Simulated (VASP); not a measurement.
An input for Ansatz (written as the equivalent of a VASP run, and not itself run):

Ansatz 0.2 input:
```yaml
crystal:
  lattice:
    - [3.2620000, 0.0000000, 0.0000000]
    - [0.0000000, 3.2620000, 0.0000000]
    - [0.0000000, 0.0000000, 3.2620000]
  atoms:
    - { symbol: Zr, position: [0.5000000, 0.5000000, 0.5000000] }
    - { symbol: Ru, position: [0.0000000, 0.0000000, 0.0000000] }
kpoints:
  mp_grid: { grid: [10, 10, 10] }
hamiltonian:
  xc: pbesol
  pseudopotentials: { kind: paw }
scf:
  occupations: { method: methfessel_paxton, width: 0.1 }
  max_iter: 100
relax:
  max_steps: 60
  f_tol: 0.01
  cell: {}
output: { forces: true, stress: true, eigenvalues: true }
```

**Question.** Translate this input to VASP (INCAR, KPOINTS, POSCAR, choice of POTCAR).

**Answer.** Several could match; the one computed here: 
**POSCAR**
```
ZrRu
1.0
  3.2620000000   0.0000000000   0.0000000000
  0.0000000000   3.2620000000   0.0000000000
  0.0000000000   0.0000000000   3.2620000000
Zr Ru
1 1
Direct
  0.5000000000   0.5000000000   0.5000000000
  0.0000000000   0.0000000000   0.0000000000
```

### KPOINTS
```
Regular mesh
0
G
 10 10 10
```

**INCAR**
```
SYSTEM = ZrRu
PREC = Accurate
ENCUT = 400
EDIFF = 1E-6
NELM = 100
ALGO = Normal
LREAL = .FALSE.
LASPH = .TRUE.
ISMEAR = 1
SIGMA = 0.1
GGA = PS
LMAXMIX = 4
LWAVE = .FALSE.
LCHARG = .FALSE.
IBRION = 2
ISIF = 3
NSW = 60
EDIFFG = -0.01
```

POTCAR, in this order: Zr_sv Ru_pv (PBE.64 set). Program: vasp_std.

The two are equivalent in intent, not identical: each code has its own PAW files, so the cut-off isn't converted (ENCUT is set for VASP's; basis.ecutwfc is left out, and Ansatz then takes the one that its files recommend); Ansatz stops its SCF on the density residual and VASP on the energy change (EDIFF).

The structure comes from a computed database's ZrRu entry (Pm-3m); how it stands against other phases isn't given here. This run relaxes it. Symmetry was kept, so distortions that lower it aren't found.
